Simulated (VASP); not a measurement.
OSZICAR of a VASP run on Se (trig):

**OSZICAR**
```
       N       E                     dE             d eps       ncg     rms          rms(c)
DAV:   1     0.800757183855E+02    0.80076E+02   -0.57866E+03   832   0.839E+02
DAV:   2    -0.434203729950E+01   -0.84418E+02   -0.82068E+02  1142   0.169E+02
DAV:   3    -0.105957220326E+02   -0.62537E+01   -0.62078E+01  1000   0.511E+01
DAV:   4    -0.106624773738E+02   -0.66755E-01   -0.66670E-01   940   0.620E+00
DAV:   5    -0.106631875931E+02   -0.71022E-03   -0.71007E-03   964   0.619E-01    0.649E+00
DAV:   6    -0.106001671934E+02    0.63020E-01   -0.40848E-02   888   0.147E+00    0.401E+00
DAV:   7    -0.105786570562E+02    0.21510E-01   -0.74907E-02   884   0.196E+00    0.844E-01
DAV:   8    -0.105789038806E+02   -0.24682E-03   -0.51562E-03   914   0.496E-01    0.182E-01
DAV:   9    -0.105786022961E+02    0.30158E-03   -0.14259E-03   902   0.257E-01    0.737E-02
DAV:  10    -0.105787519852E+02   -0.14969E-03   -0.32397E-04   934   0.121E-01    0.230E-02
DAV:  11    -0.105787648800E+02   -0.12895E-04   -0.10498E-05   982   0.234E-02    0.103E-02
DAV:  12    -0.105787695846E+02   -0.47045E-05   -0.43472E-06   870   0.153E-02    0.394E-03
DAV:  13    -0.105787703667E+02   -0.78211E-06   -0.66625E-07   520   0.591E-03
   1 F= -.10578770E+02 E0= -.10578770E+02  d E =-.126418E-15  mag=    -0.0000    -0.0000    -0.0000
```

Question: Which electronic solver shows in the log?

Answer: It is blocked Davidson (ALGO = Normal, or the opening steps of other solvers). The INCAR had ALGO = Normal.

Question: How was spin treated?

Answer: With non-collinear spinors: mag has three components.

Question: Can the final energy be trusted as converged?

Answer: Self-consistency was reached. It stopped with EDIFF = 1E-6, NELM = 100 (PBE GGA with spin-orbit coupling, plane waves, VASP's PBE PAW potentials (set 64)). Without a dispersion term in the relaxation, distances and binding between the weakly bound layers, chains or molecules are unreliable, and so is what depends on them.

The compound is Se in the trig structure. It was relaxed first, which changed the volume by +8 %.
